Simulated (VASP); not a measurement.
Input:

```xyz
4
Lattice="4.1897 0.0000 0.0000 -2.0948 3.6284 0.0000 0.0000 0.0000 4.7146" Properties=species:S:1:pos:R:3 pbc="T T T"
V      0.0000     2.4189     4.4199
V      2.0948     1.2095     2.0626
Si     0.0000     2.4189     2.0626
Si     2.0948     1.2095     4.4199
```
Starting moments (μB, in the order of the record's atoms V V Si Si): 0.9 0.9 -0.1 -0.1.

Method: r2SCAN meta-GGA, VASP's PBE PAW potentials (set 64) (plane waves; VASP). Settings: 400 eV cut-off, 10×10×7 Γ-centred mesh, tetrahedra with Blöchl corrections, potentials V_sv Si.

Q: Give the spin-up energies of bands 10 to 21 at the high-symmetry points, in eV from the Fermi level.

A: 
| band | Γ | M | K | A | L | H |
|---|---|---|---|---|---|---|
| 10 | -6.88 | -7.62 | -8.14 | -8.68 | -7.45 | -7.26 |
| 11 | -2.97 | -3.74 | -3.56 | -2.81 | -4.63 | -4.51 |
| 12 | -2.71 | -2.37 | -2.14 | -2.81 | -4.63 | -4.51 |
| 13 | -2.71 | -2.17 | -2.14 | -2.81 | -2.23 | -2.91 |
| 14 | -2.17 | -2.14 | -1.99 | -2.81 | -2.23 | -2.91 |
| 15 | -2.17 | -1.69 | -1.99 | -2.75 | -2.21 | -1.86 |
| 16 | -0.84 | -1.29 | -1.75 | -2.75 | -2.21 | -1.86 |
| 17 | -0.84 | -0.75 | -1.30 | 0.64 | -0.32 | -0.79 |
| 18 | -0.72 | -0.56 | -0.24 | 0.64 | -0.32 | -0.79 |
| 19 | 0.92 | 0.21 | 0.14 | 0.64 | 0.12 | 0.64 |
| 20 | 0.92 | 0.31 | 0.14 | 0.64 | 0.12 | 0.64 |
| 21 | 2.61 | 1.27 | 1.38 | 4.31 | 1.68 | 1.71 |

Q: Give the spin-down energies of bands 10 to 21 at the high-symmetry points, in eV from the Fermi level.

A: 
| band | Γ | M | K | A | L | H |
|---|---|---|---|---|---|---|
| 10 | -6.75 | -7.63 | -8.16 | -8.71 | -7.50 | -7.32 |
| 11 | -3.03 | -3.46 | -3.54 | -2.32 | -4.51 | -4.38 |
| 12 | -2.23 | -2.10 | -1.83 | -2.32 | -4.51 | -4.38 |
| 13 | -2.23 | -2.07 | -1.83 | -2.32 | -1.89 | -2.79 |
| 14 | -1.53 | -1.92 | -1.61 | -2.32 | -1.89 | -2.79 |
| 15 | -1.53 | -1.07 | -1.61 | -2.29 | -1.62 | -1.12 |
| 16 | -0.32 | -0.82 | -1.33 | -2.29 | -1.62 | -1.12 |
| 17 | -0.32 | 0.29 | -0.32 | 1.47 | 0.70 | 0.24 |
| 18 | 0.27 | 0.38 | 0.88 | 1.47 | 0.70 | 0.24 |
| 19 | 1.60 | 1.18 | 1.26 | 1.47 | 1.14 | 1.77 |
| 20 | 1.60 | 1.34 | 1.26 | 1.47 | 1.14 | 1.77 |
| 21 | 3.30 | 1.99 | 1.80 | 4.75 | 2.35 | 2.40 |

It has no gap at this level: it comes out as a metal or semimetal.

The structure was generated: VSi was put into the wurtzite type (P6_3mc), which need not be its known phase. It was relaxed first, which changed the volume by -37 %. The relaxed cell has space group P6_3/mmc.
